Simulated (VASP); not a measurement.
# CH₂I₂: harmonic vibrations of a molecule

CH₂I₂, molecule in box, 5 atoms in the cell. PBE, harmonic vibrations; PAW potentials I, C, H (PBE set).

## Input

INCAR.step1:
```
PREC     = Accurate       # precision mode
ENCUT    = 400            # plane-wave cutoff, eV
EDIFF    = 1E-8           # SCF threshold, eV
ISMEAR   = 0              # smearing method
SIGMA    = 0.01           # smearing width, eV
ISYM     = 0            
LREAL    = False          # projectors in reciprocal space
LASPH    = True           # aspherical terms in the spheres
NELM     = 100            # most SCF steps
ALGO     = Normal         # electronic algorithm
LWAVE    = False          # write WAVECAR
LCHARG   = False          # write CHGCAR
IBRION   = 2              # ionic algorithm
NSW      = 60             # ionic steps
ISIF     = 2              # what is computed and relaxed
EDIFFG   = -0.002         # ionic threshold
POTIM    = 0.5            # step
```

INCAR.step2, as INCAR.step1 but for:
```
- IBRION = 2
- NSW = 60
- ISIF = 2
- EDIFFG = -0.002
- POTIM = 0.5
+ IBRION = 5
+ NFREE = 2
+ POTIM = 0.015
+ NSW = 1
```

KPOINTS:
```
k-points
0
Gamma
  1 1 1
```

POSCAR.step1:
```
H2CI2
1.0
   12.0000000000      0.0000000000      0.0000000000
    0.0000000000     12.0000000000      0.0000000000
    0.0000000000      0.0000000000     12.0000000000
I C H
2 1 2
Direct
    0.3954708300      0.4132083300      0.6100625000
    0.6099125000      0.5001750000      0.4211875000
    0.4384875000      0.5039833300      0.4645125000
    0.4159625000      0.5902916700      0.4786708300
    0.3922541700      0.4683333300      0.3956041700
```

Commands (each step's output is kept before the next begins):
```
cat potpaw_PBE.64/I/POTCAR potpaw_PBE.64/C/POTCAR potpaw_PBE.64/H/POTCAR > POTCAR
cp INCAR.step1 INCAR
cp POSCAR.step1 POSCAR
mpirun -np 4 vasp_gam > vasp.out
cp CONTCAR POSCAR
cp INCAR.step2 INCAR
mpirun -np 4 vasp_gam > vasp.out
```

## Result

- Vibrations (cm⁻¹; a negative value is imaginary): 3153, 3065, 1357, 1088, 1015, 698, 553, 478, 112
- Zero-point energy (eV): 0.714
- Translations and rotations, which should read zero (cm⁻¹): -13, -1, 0, 2, 2, 4
- Vibrational entropy at 298 K (meV/K): 0.216
- Displaced cells: 30
- Ionic steps, all stages: 47
- Electronic steps, all stages: 832

VASP 6.6.1 took 715 s on 4 cores (AMD EPYC 7R13 (Zen 3)), a shared host.
